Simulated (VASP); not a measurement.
Computed with r2SCAN meta-GGA, VASP's PBE PAW potentials (set 64) (plane waves; VASP).

VASP ran on this input.

### INCAR
```
ALGO=Normal
EDIFF=1E-6
EDIFFG=-0.02
ENCUT=400
IBRION=2
ISIF=3
ISMEAR=0
LASPH=.True.
LCHARG=.False.
LMAXMIX=4
LMIXTAU=.True.
LREAL=.False.
LWAVE=.False.
METAGGA=R2SCAN
NELM=100
NSW=60
PREC=Accurate
SIGMA=0.05
SYSTEM=Te
```

**POSCAR**
```
Te
1
    2.3054474523    -3.9931517906     0.0000000000
    2.3054474523     3.9931517906    -0.0000000000
    0.0000000000     0.0000000000     5.9143788170
Te
3
Direct
  1.0000000000   0.2544466477   0.6666670000
  0.7455533523   0.7455533523   0.0000000000
  0.2544466477   1.0000000000   0.3333330000
```

**KPOINTS**
```
Automatic mesh
0
Gamma
5 5 4
0 0 0
```

POTCAR, in this order: Te (PBE.64 set). Program: vasp_std.

The run wrote:

File OUTCAR:
```
 ion  position               nearest neighbor table
   1  0.000  0.254  0.667-   2 2.83   3 2.83   2 3.61   2 3.61   3 3.61   3 3.61
   2  0.746  0.746  0.000-   3 2.83   1 2.83   1 3.61   3 3.61   3 3.61   1 3.61
   3  0.254  0.000  0.333-   2 2.83   1 2.83   2 3.61   2 3.61   1 3.61   1 3.61
  LATTYP: Found a hexagonal cell.
 ALAT       =     4.6108946180
 C/A-ratio  =     1.2826965930
 Subroutine PRICEL returns:
 Original cell was already a primitive cell.
 Subroutine GETGRP returns: Found  6 space group operations
The static configuration has the point symmetry C_2 .
 The point group associated with its full space group is D_3 .
The dynamic configuration has the point symmetry C_2 .
 Subroutine INISYM returns: Found  6 space group operations
 Subroutine IBZKPT returns following result:
 Found     17 irreducible k-points:

 Following reciprocal coordinates:
            Coordinates               Weight
  0.000000  0.000000  0.000000      1.000000
  0.200000  0.000000  0.000000      6.000000
  0.400000 -0.000000  0.000000      6.000000
  0.200000  0.200000  0.000000      6.000000
  0.400000  0.200000  0.000000      6.000000
  0.000000  0.000000  0.250000      2.000000
...
```

**OSZICAR**
```
       N       E                     dE             d eps       ncg     rms          rms(c)
DAV:   1    -0.565514429298E+00   -0.56551E+00   -0.58007E+03   442   0.923E+02
DAV:   2    -0.747079299929E+02   -0.74142E+02   -0.71188E+02   601   0.144E+02
DAV:   3    -0.792468025520E+02   -0.45389E+01   -0.45135E+01   527   0.416E+01
DAV:   4    -0.793204566789E+02   -0.73654E-01   -0.73628E-01   589   0.651E+00
DAV:   5    -0.793215063488E+02   -0.10497E-02   -0.10497E-02   512   0.699E-01    0.953E+00
DAV:   6    -0.771094545537E+02    0.22121E+01   -0.24226E-01   442   0.464E+00    0.719E+00
DAV:   7    -0.748770681653E+02    0.22324E+01   -0.12890E+00   447   0.702E+00    0.482E+00
DAV:   8    -0.761851357121E+02   -0.13081E+01   -0.62698E-01   442   0.603E+00    0.536E-01
DAV:   9    -0.760814924602E+02    0.10364E+00   -0.99578E-02   442   0.274E+00    0.188E-01
DAV:  10    -0.762398110712E+02   -0.15832E+00   -0.43358E-02   442   0.172E+00    0.282E-01
DAV:  11    -0.762393537890E+02    0.45728E-03   -0.40600E-04   522   0.177E-01    0.272E-01
DAV:  12    -0.762385583164E+02    0.79547E-03   -0.35742E-03   442   0.615E-01    0.541E-01
DAV:  13    -0.762413070855E+02   -0.27488E-02   -0.21440E-03   442   0.432E-01    0.172E-01
DAV:  14    -0.762416635547E+02   -0.35647E-03   -0.10781E-04   482   0.938E-02    0.165E-01
DAV:  15    -0.762416399354E+02    0.23619E-04   -0.46875E-06   497   0.188E-02    0.154E-01
DAV:  16    -0.762407386312E+02    0.90130E-03   -0.20121E-03   442   0.415E-01    0.967E-02
DAV:  17    -0.762420294959E+02   -0.12909E-02   -0.60328E-04   442   0.243E-01    0.289E-02
DAV:  18    -0.762420157742E+02    0.13722E-04   -0.87071E-06   457   0.239E-02    0.204E-02
DAV:  19    -0.762420127108E+02    0.30634E-05   -0.69089E-07   291   0.867E-03    0.195E-02
DAV:  20    -0.762420330284E+02   -0.20318E-04   -0.79777E-06   442   0.290E-02    0.184E-02
DAV:  21    -0.762420368398E+02   -0.38114E-05   -0.16061E-06   306   0.121E-02    0.262E-02
DAV:  22    -0.762420377306E+02   -0.89078E-06   -0.23085E-06   316   0.148E-02
   1 F= -.76242038E+02 E0= -.76242038E+02  d E =-.762420E+02
```

File OUTCAR:
```
------------------------ aborting loop because EDIFF is reached ----------------------------------------
  FORCE on cell =-STRESS in cart. coord.  units (eV):
  Direction    XX          YY          ZZ          XY          YZ          ZX
  --------------------------------------------------------------------------------------
  Total        0.0043315      0.0043315     -0.0007491      0.0000000      0.0000000      0.0000000
  in kB        0.0637291      0.0637291     -0.0110214      0.0000000      0.0000000      0.0000000
  external PRESSURE =       0.0388122 kB  Pullay stress =       0.0000000 kB
  volume of cell :      108.90
      direct lattice vectors                 reciprocal lattice vectors
     2.305447452 -3.993151791  0.000000000     0.216877639 -0.125214374  0.000000000
     2.305447452  3.993151791  0.000000000     0.216877639  0.125214374  0.000000000
     0.000000000  0.000000000  5.914378817     0.000000000  0.000000000  0.169079464
 POSITION                                       TOTAL-FORCE (eV/Angst)
 -----------------------------------------------------------------------------------
      0.58661      1.01604      3.94292         0.001838      0.003183      0.000000
      3.43767      0.00000      0.00000        -0.003676     -0.000000      0.000000
      0.58661     -1.01604      1.97146         0.001838     -0.003183     -0.000000
 -----------------------------------------------------------------------------------
    total drift:                               -0.000166     -0.000395      0.000012
  FREE ENERGIE OF THE ION-ELECTRON SYSTEM (eV)
  ---------------------------------------------------
  free  energy   TOTEN  =       -76.2420377306 eV

  energy  without entropy=      -76.2420377306  energy(sigma->0) =      -76.24203773

 reached required accuracy - stopping structural energy minimisation
```
(Selected blocks of OUTCAR.)

The compound is Te in the trig structure. It was relaxed first, which changed the volume by +7 %. The start is the result of an earlier pass.
